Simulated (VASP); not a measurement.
VASP runs on Ta3N (space group Fm-3m) share one base input (PBE GGA, plane waves, VASP's PBE PAW potentials (set 64)) and change the settings named in each case.

File POSCAR:
```
Ta3N
1.0
  0.0000000000   3.3966570000   3.3966570000
  3.3966570000   0.0000000000   3.3966570000
  3.3966570000   3.3966570000   0.0000000000
N Ta
1 3
Cartesian
  0.0000000000   0.0000000000   0.0000000000
  3.3966570000   3.3966570000   3.3966570000
  1.6983285000   1.6983285000   1.6983285000
  5.0949855000   5.0949855000   5.0949855000
```

INCAR:
```
SYSTEM = Ta3N
PREC = Accurate; ENCUT = 400; LREAL = .FALSE.
LASPH = .TRUE.
EDIFF = 1E-6; NELM = 100; ALGO = Normal
LMAXMIX = 6
ISMEAR = 0; SIGMA = 0.272
GGA = PE
ISIF = 2
LWAVE = .FALSE.; LCHARG = .FALSE.
```

### KPOINTS
```
Automatic mesh
0
Gamma
6 6 6
0 0 0
```

POTCAR, in this order: N Ta_pv (PBE.64 set). Program: vasp_std.

| change | E(σ→0) (eV/atom) | pressure (GPa) | −TS (eV) |
|---|---|---|---|
| base run | -9.5032 | -25.96 | -0.1345 |
| GGA removed, POTCAR N Ta_pv (LDA.64 set) | -10.2612 | -33.55 | -0.1345 |
| GGA_COMPAT = .FALSE., LNONCOLLINEAR = .TRUE., LSORBIT = .TRUE., MAGMOM = 0.0 0.0 0.0 0.0 0.0 0.0 0.0 0.0 0.0 0.0 0.0 0.0, program vasp_ncl | -10.0517 | -25.87 | -0.1349 |
| KPOINTS 3×3×3 Γ-centred mesh | -9.4723 | -25.87 | -0.1884 |
| LDAU = .TRUE., LDAUJ = 0 0, LDAUL = -1 2, LDAUTYPE = 2, LDAUU = 0 8.0 | -4.6906 | -11.45 | -0.1321 |
 Energies of different potentials or functionals have different zeros.  Unless said otherwise, spin-orbit coupling is left out, though it shifts the bands of the heavy elements here. At 400 eV the pressure can carry a Pulay error.

Left out are runs that ran out of time, are held back, or changed the cell or the kind of run, fixed moments of cells without a moment, rows past the twelfth, gaps on odd meshes, pressures of charged cells and columns that move by less than the noise.

The structure was generated: Ta3N was put into an ordered model structure, which need not be its known phase. The cell was not relaxed at this level.
